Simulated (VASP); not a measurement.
**GaCuSe2 under changes of volume**

One of the cells (21.544 Å³/atom); the others are scaled copies at fixed shape and fractional positions:

```
CELL_PARAMETERS angstrom
-2.78828 2.78828 5.54235
2.78828 -2.78828 5.54235
2.78828 2.78828 -5.54235
ATOMIC_POSITIONS crystal
Se 0.11720 0.62500 0.99220
Se 0.87500 0.88280 0.50780
Se 0.63280 0.12500 0.00780
Se 0.37500 0.36720 0.49220
Ga 0.25000 0.75000 0.50000
Ga 0.50000 0.50000 0.00000
Cu 0.75000 0.25000 0.50000
Cu 0.00000 0.00000 0.00000
```

| Property | Result |
| --- | --- |
| Program | VASP 6.6.1 |
| Functional | PBEsol |
| Potentials or basis | VASP PAW PBE potentials, release 64 (Se, Ga_d, Cu) |
| Cutoff | 520 eV |
| k mesh | 6 × 6 × 6 |
| Occupations | gaussian, width 0.02 eV |
| Spin | no spin polarisation |

```csv
volume (Å³/atom),energy over the lowest point (meV/atom),pressure (GPa),gap on the mesh (eV),largest force (eV/Å)
20.683,?,?,?,?
21.114,1.92,1.4,0.22,0.009
21.544,0.00,-0.1,0.13,0.006
21.975,1.88,-1.4,0.05,0.021
22.406,7.12,-2.6,0.03,0.031
```

Question: What does the run at 20.683 Å³/atom give?

Answer: Energy over the lowest point 8.12 meV/atom; pressure 3.1 GPa; gap on the mesh 0.32 eV; largest force 0.026 eV/Å.

Worked out: A Birch-Murnaghan fit of order 2 (a polynomial in V^(-2/3)) to the other rows has its minimum at 21.54 Å³/atom with B0 = V·E''(V) = 70 GPa at fixed shape and positions, which overstates the stiffness. It gives 7.98 meV/atom at 20.683 Å³/atom, against the run's 8.12, and -dE/dV = 3.1 GPa, against 3.1.

Energies are extrapolated to zero smearing.

Caveats: the PAW data sets were made with another functional, which shifts forces and pressure a little.

Spin-orbit coupling on Ga, Se is left out.
